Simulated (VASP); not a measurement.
For cubic RbBr (space group Fm-3m), PBE GGA, VASP's PBE PAW potentials (set 64) in VASP gives ε∞ = 2.55, a static ε₀ = 4.92 and a transverse optical mode at 92 cm⁻¹.

### Question
Estimate the longitudinal optical frequency at Γ.

### Answer
By the Lyddane-Sachs-Teller relation, ω_LO = ω_TO √(ε₀/ε∞) = 92 × √(4.92/2.55) = 128 cm⁻¹.

The structure comes from a computed database's RbBr entry; how it stands against other phases isn't given here. The cell was not relaxed at this level. The run is one of a series of settings (EDIFF = 1E-8, IBRION = 8, LEPSILON = .TRUE., NSW = 1 against the base run), some of them coarse on purpose.
